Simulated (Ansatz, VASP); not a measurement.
**GaAs in two plane-wave programs**

Aim: how closely do two programs agree when they are given the same cell, functional and k mesh? The cell is taken from a series of runs on this material, whose earlier steps may have relaxed, scaled, displaced or heated it; both programs get it as it stands.

Calculated with Ansatz 0.2.0; plane waves, with VASP 6.6.1 beside it; relaxation of cell and atoms at r2SCAN.

## (1) The structure

It takes space group F-43m (No. 216, cubic). Conventional cell: a = 5.653 Å, b = 5.653 Å, c = 5.653 Å, α = 90.00°, β = 90.00°, γ = 90.00°. Nearest to As lie 4 Ga at 2.45 Å. Nearest to Ga lie 4 As at 2.45 Å. Farther neighbours are not listed.

## (2) VASP: relaxation of cell and atoms, r2SCAN

The relaxed volume is the usual yardstick between codes: in a stiff, nearly cubic crystal its relative difference is about their pressure difference at one cell divided by the bulk modulus.

Lines of VASP's logs that name or quote its potential files are left out, and so is its time.

Contents of INCAR:

```
SYSTEM = GaAs
PREC = Accurate
ENCUT = 550
EDIFF = 1E-07
NELM = 120
ISMEAR = -1
SIGMA = 0.02
LREAL = .FALSE.
ALGO = Normal
METAGGA = R2SCAN
LASPH = .TRUE.
NBANDS = 15
LORBIT = 11
LWAVE = .FALSE.
LCHARG = .FALSE.
ISIF = 3
IBRION = 2
NSW = 80
EDIFFG = -0.005
GGA_COMPAT = .FALSE.
NELMIN = 4
EFERMI = MIDGAP
LMIXTAU = .TRUE.
```

Contents of POSCAR:

```
GaAs
1.0
    0.0000000000      2.8265000000      2.8265000000
    2.8265000000      0.0000000000      2.8265000000
    2.8265000000      2.8265000000      0.0000000000
As Ga
1 1
Direct
    0.7500000000      0.7500000000      0.7500000000
    0.0000000000      0.0000000000      0.0000000000
```

Contents of KPOINTS:

```
Automatic mesh
0
Gamma
9 9 9
0 0 0
```

Potentials, in the order of the species: As and Ga_d (PBE family, release 64).

Launch:

```
$ mpirun -np 1 vasp_std
```

Numbers of over 12 decimals in the logs are rounded to 6 here.

The log of the run:

```text
[banner, memory and clock lines left out]
running    1 mpi-ranks, on    1 nodes
 distrk:  each k-point on    1 cores,    1 groups
 distr:  one band on    1 cores,    1 groups

 POSCAR found type information on POSCAR AsGa
 POSCAR found :  2 types and       2 ions
|                                                                             |
|               ----> ADVICE to this user running VASP <----                  |
|                                                                             |
|     You enforced a specific xc type in the INCAR file but a different       |
|     [... a line on the potential file left out ...]
|     I HOPE YOU KNOW WHAT YOU ARE DOING!                                     |
|                                                                             |

 LDA part: xc-table for (None), standard interpolation
 POSCAR, INCAR and KPOINTS ok, starting setup
 FFT: planning ... GRIDC
 FFT: planning ... GRID_SOFT
 FFT: planning ... GRID
 WAVECAR not read
 entering main loop
       N       E                     dE             d eps       ncg     rms          rms(c)
DAV:   1     0.700701423386E+02    0.70070E+02   -0.96690E+03  1058   0.178E+03
DAV:   2    -0.219214472624E+02   -0.91992E+02   -0.88005E+02  1197   0.352E+02
DAV:   3    -0.290197701999E+02   -0.70983E+01   -0.70758E+01  1281   0.745E+01
DAV:   4    -0.291321596200E+02   -0.11239E+00   -0.11237E+00  1206   0.105E+01
DAV:   5    -0.291338251524E+02   -0.16655E-02   -0.16655E-02  1415   0.115E+00    0.318E+00
DAV:   6    -0.270078959089E+02    0.21259E+01   -0.56922E-01  1197   0.152E+01    0.194E+00
DAV:   7    -0.271121840927E+02   -0.10429E+00   -0.30102E-01  1134   0.675E+00    0.880E-01
DAV:   8    -0.270259838521E+02    0.86200E-01   -0.13488E-01  1064   0.458E+00    0.356E-01
DAV:   9    -0.269628425936E+02    0.63141E-01   -0.23384E-01  1064   0.419E+00    0.226E-01
DAV:  10    -0.269622611675E+02    0.58143E-03   -0.80007E-02  1050   0.247E+00    0.718E-02
DAV:  11    -0.270521076002E+02   -0.89846E-01   -0.46485E-02  1050   0.177E+00    0.598E-02
DAV:  12    -0.270503968820E+02    0.17107E-02   -0.10371E-03  1414   0.300E-01    0.281E-02
DAV:  13    -0.270539291413E+02   -0.35323E-02   -0.10278E-03  1092   0.329E-01    0.140E-02
DAV:  14    -0.270543652018E+02   -0.43606E-03   -0.33656E-04  1183   0.215E-01    0.604E-03
DAV:  15    -0.270544526063E+02   -0.87404E-04   -0.78251E-05  1162   0.106E-01    0.644E-03
DAV:  16    -0.270544688014E+02   -0.16195E-04   -0.24525E-06  1393   0.160E-02    0.392E-03
DAV:  17    -0.270544750101E+02   -0.62087E-05   -0.64309E-07  1155   0.883E-03    0.166E-03
DAV:  18    -0.270544795670E+02   -0.45569E-05   -0.18231E-06  1106   0.151E-02    0.416E-04
DAV:  19    -0.270544796859E+02   -0.11897E-06   -0.47222E-08   924   0.244E-03    0.226E-04
DAV:  20    -0.270544796156E+02    0.70349E-07   -0.11866E-08   798   0.122E-03
   1 F= -.27054480E+02 E0= -.27054480E+02  d E =-.270545E+02
 curvature:   0.00 expect dE= 0.000E+00 dE for cont linesearch  0.000E+00
 trial: gam= 0.00000 g(F)=  0.169E-45 g(S)=  0.232E-02 ort = 0.000E+00 (trialstep = 0.100E+01)
 search vector abs. value=  0.232E-02
 bond charge predicted
       N       E                     dE             d eps       ncg     rms          rms(c)
DAV:   1    -0.270792027821E+02   -0.24723E-01   -0.30373E-01  1295   0.107E+01    0.905E-01
DAV:   2    -0.270602751528E+02    0.18928E-01   -0.28156E-02  1323   0.364E+00    0.429E-01
DAV:   3    -0.270550552676E+02    0.52199E-02   -0.58469E-03  1281   0.163E+00    0.897E-02
DAV:   4    -0.270543488636E+02    0.70640E-03   -0.20341E-03  1106   0.633E-01    0.253E-02
DAV:   5    -0.270549400091E+02   -0.59115E-03   -0.25519E-04  1050   0.183E-01    0.236E-02
DAV:   6    -0.270549432956E+02   -0.32865E-05   -0.63774E-06  1351   0.260E-02    0.269E-02
DAV:   7    -0.270549233680E+02    0.19928E-04   -0.78010E-05  1092   0.839E-02    0.596E-03
DAV:   8    -0.270549569858E+02   -0.33618E-04   -0.23607E-05  1057   0.537E-02    0.423E-03
DAV:   9    -0.270549581825E+02   -0.11967E-05   -0.53534E-07  1163   0.823E-03    0.315E-03
DAV:  10    -0.270549593090E+02   -0.11265E-05   -0.14302E-06  1163   0.138E-02    0.198E-03
DAV:  11    -0.270549601155E+02   -0.80655E-06   -0.25753E-07  1098   0.584E-03    0.139E-03
DAV:  12    -0.270549598418E+02    0.27370E-06   -0.27981E-08   602   0.124E-03    0.609E-04
DAV:  13    -0.270549598184E+02    0.23408E-07   -0.31595E-08   763   0.182E-03
   2 F= -.27054960E+02 E0= -.27054960E+02  d E =-.480203E-03
 trial-energy change:   -0.000480  1 .order   -0.000589   -0.002322    0.001144
 step:   0.6258(harm=  0.6700)  dis= 0.00000  next Energy=   -27.055180 (dE=-0.700E-03)
 bond charge predicted
       N       E                     dE             d eps       ncg     rms          rms(c)
DAV:   1    -0.270585409074E+02   -0.35811E-02   -0.41894E-02  1302   0.389E+00    0.341E-01
DAV:   2    -0.270559095516E+02    0.26314E-02   -0.40784E-03  1316   0.147E+00    0.160E-01
DAV:   3    -0.270552096752E+02    0.69988E-03   -0.75337E-04  1281   0.593E-01    0.353E-02
DAV:   4    -0.270551225124E+02    0.87163E-04   -0.27265E-04  1106   0.222E-01    0.957E-03
DAV:   5    -0.270551892763E+02   -0.66764E-04   -0.31062E-05  1050   0.620E-02    0.847E-03
DAV:   6    -0.270551902808E+02   -0.10045E-05   -0.69341E-07  1379   0.826E-03    0.959E-03
DAV:   7    -0.270551794247E+02    0.10856E-04   -0.11451E-05  1078   0.317E-02    0.231E-03
DAV:   8    -0.270551852440E+02   -0.58193E-05   -0.29663E-06  1057   0.185E-02    0.174E-03
DAV:   9    -0.270551843389E+02    0.90509E-06   -0.10487E-07   854   0.365E-03    0.957E-04
DAV:  10    -0.270551843043E+02    0.34681E-07   -0.17030E-07   841   0.530E-03
   3 F= -.27055184E+02 E0= -.27055184E+02  d E =-.704689E-03
 curvature:  -0.33 expect dE=-0.122E-05 dE for cont linesearch -0.122E-05
 trial: gam=-0.03833 g(F)=  0.261E-45 g(S)=  0.370E-05 ort = 0.927E-04 (trialstep = 0.925E+00)
 search vector abs. value=  0.600E-08
 reached required accuracy - stopping structural energy minimisation
```

OUTCAR, selected parts (step 2):

```text
ion  position               nearest neighbor table
   1  0.750  0.750  0.750-   2 2.45   2 2.45   2 2.45   2 2.45
   2  0.000  0.000  0.000-   1 2.45   1 2.45   1 2.45   1 2.45

  LATTYP: Found a face centered cubic cell.
 ALAT       =     5.6530000000

 Subroutine GETGRP returns: Found 24 space group operations
 (whereof 24 operations were pure point group operations)

The static configuration has the point symmetry T_d .

 Found     35 irreducible k-points:

   k-points           NKPTS =     35   k-points in BZ     NKDIM =     35   number of bands    NBANDS=     15

   dimension x,y,z NGX =    32 NGY =   32 NGZ =   32
   dimension x,y,z NGXF=    64 NGYF=   64 NGZF=   64

   ENCUT  =  550.0 eV  40.42 Ry    6.36 a.u.   7.64  7.64  7.64*2*pi/ulx,y,z

   NELECT =      18.0000    total number of electrons

 k-points in reciprocal lattice and weights: Automatic mesh
   0.00000000  0.00000000  0.00000000       0.001
   0.11111111  0.00000000  0.00000000       0.011
   0.22222222  0.00000000  0.00000000       0.011
   0.33333333  0.00000000  0.00000000       0.011
   0.44444444  0.00000000  0.00000000       0.011
   0.11111111  0.11111111  0.00000000       0.008
   0.22222222  0.11111111  0.00000000       0.033
   0.33333333  0.11111111  0.00000000       0.033
   0.44444444  0.11111111  0.00000000       0.033
[...]
-0.33333333  0.44444444  0.11111111       0.033
  -0.33333333  0.44444444  0.22222222       0.033

 average (electrostatic) potential at core
       1 -54.9849       2 -71.3190

 E-fermi :   4.0728

 k-point     1 :       0.0000    0.0000    0.0000
  band No.  band energies     occupation
    ...
      5     -11.5280      2.00000
      6      -9.5478      2.00000
      7       3.6058      2.00000
      8       3.6058      2.00000
      9       3.6058      2.00000
     10       4.5398      0.00000
     11       7.6448      0.00000
     12       7.6448      0.00000
     13       7.6448      0.00000
     14      11.8273      0.00000
    ...

 k-point     2 :       0.1111    0.0000    0.0000
  band No.  band energies     occupation
    ...
      5     -11.5281      2.00000
      6      -9.3968      2.00000
      7       1.9516      2.00000
      8       3.4112      2.00000
      9       3.4112      2.00000
     10       5.4838      0.00000
     11       7.9364      0.00000
     12       7.9364      0.00000
     13       8.0212      0.00000
     14      12.6003      0.00000
    ...

 k-point     3 :       0.2222    0.0000    0.0000
  band No.  band energies     occupation
    ...
      5     -11.5278      2.00000
      6      -8.9693      2.00000
      7      -0.0920      2.00000
      8       3.0124      2.00000
      9       3.0124      2.00000
     10       5.4797      0.00000
     11       8.4522      0.00000
     12       8.4522      0.00000
     13       9.5490      0.00000
     14      13.0783      0.00000
    ...

  Total        0.0071519      0.0071519      0.0071519     -0.0000000      0.0000000     -0.0000000
  in kB        0.2516713      0.2516713      0.2516713     -0.0000000      0.0000000     -0.0000000
  external PRESSURE =       0.2516713 kB  Pullay stress =       0.0000000 kB

  energy-cutoff  :      550.00
  volume of cell :       45.53
      direct lattice vectors                 reciprocal lattice vectors
     0.000000000  2.834143371  2.834143371    -0.176420151  0.176420151  0.176420151
     2.834143371 -0.000000000  2.834143371     0.176420151 -0.176420151  0.176420151
     2.834143371  2.834143371 -0.000000000     0.176420151  0.176420151 -0.176420151

 POSITION                                       TOTAL-FORCE (eV/Angst)
 -----------------------------------------------------------------------------------
      4.25122      4.25122      4.25122        -0.000000     -0.000000     -0.000000
      0.00000      0.00000      0.00000         0.000000      0.000000      0.000000
 -----------------------------------------------------------------------------------
    total drift:                                0.000000      0.000000      0.000000

  FREE ENERGIE OF THE ION-ELECTRON SYSTEM (eV)
  ---------------------------------------------------
  free  energy   TOTEN  =       -27.0551843043 eV

  energy  without entropy=      -27.0551843043  energy(sigma->0) =      -27.05518430

 reached required accuracy - stopping structural energy minimisation

 total charge
# of ion       s       p       d       tot
------------------------------------------
    1        1.204   1.634   0.032   2.869
    2        0.848   0.788   9.998  11.633
--------------------------------------------------
tot          2.052   2.421  10.029  14.502

[... 3 further parts left out ...]
```

CONTCAR:

```
GaAs
   1.00000000000000
     0.0000000000000000    2.8341433705448296    2.8341433705448296
     2.8341433705448296   -0.0000000000000000    2.8341433705448296
     2.8341433705448296    2.8341433705448296   -0.0000000000000000
  As              Ga
     1     1
Direct
     0.7500000000000000    0.7500000000000000    0.7500000000000000
     0.0000000000000000    0.0000000000000000    0.0000000000000000
```

[end of part 1 of 2]

[Lines on the potential files, build, host, timing and source positions are cut from VASP's logs without a mark.]

[Logs are printed without paths, hosts, clocks, repeated set-up lines and the standing remarks that a program may print on its own settings, such as how far it seeks lower states.]

[Hosts, paths, dates, database ids (printed as entryN), source tags and the programs' standing remarks are cut or masked in the printed files.]
